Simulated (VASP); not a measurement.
VASP input:

### POSCAR
```
Al
1.0
  0.0000000000   1.9073661095   1.9073661095
  1.9073661095   0.0000000000   1.9073661095
  1.9073661095   1.9073661095   0.0000000000
Al
1
direct
  0.0000000000   0.0000000000   0.0000000000
```

**KPOINTS**
```
Automatic mesh
0
Gamma
16 16 16
0 0 0
```

INCAR:
```
SYSTEM = Al
PREC = Accurate
ENCUT = 500
EDIFF = 1E-6
NELM = 100
ALGO = Normal
LREAL = .FALSE.
LASPH = .TRUE.
ISMEAR = 1
SIGMA = 0.1
GGA = PE
LWAVE = .FALSE.
LCHARG = .FALSE.
IBRION = 2
ISIF = 3
NSW = 40
EDIFFG = -0.02
PSTRESS = 200
```

POTCAR, in this order: Al (PBE.64 set). Program: vasp_std.

Task: Write an equivalent input for Ansatz.

Result: One equivalent input (not run):
Ansatz 0.2 input:
```yaml
crystal:
  lattice:
    - [0.0000000, 1.9073661, 1.9073661]
    - [1.9073661, 0.0000000, 1.9073661]
    - [1.9073661, 1.9073661, 0.0000000]
  atoms:
    - { symbol: Al, position: [0.0000000, 0.0000000, 0.0000000] }
kpoints:
  mp_grid: { grid: [16, 16, 16] }
hamiltonian:
  xc: pbe
  pseudopotentials: { kind: paw }
scf:
  occupations: { method: methfessel_paxton, width: 0.1 }
  max_iter: 100
relax:
  max_steps: 40
  f_tol: 0.02
  cell: { p_target: 20 }
output: { forces: true, stress: true, eigenvalues: true }
```
What does not carry over: each code has its own PAW files, so the cut-off isn't converted (ENCUT is set for VASP's; basis.ecutwfc is left out, and Ansatz then takes the one that its files recommend); Ansatz stops its SCF on the density residual and VASP on the energy change (EDIFF).

The compound is Al in the fcc structure. It was relaxed first under an external pressure of 20 GPa.
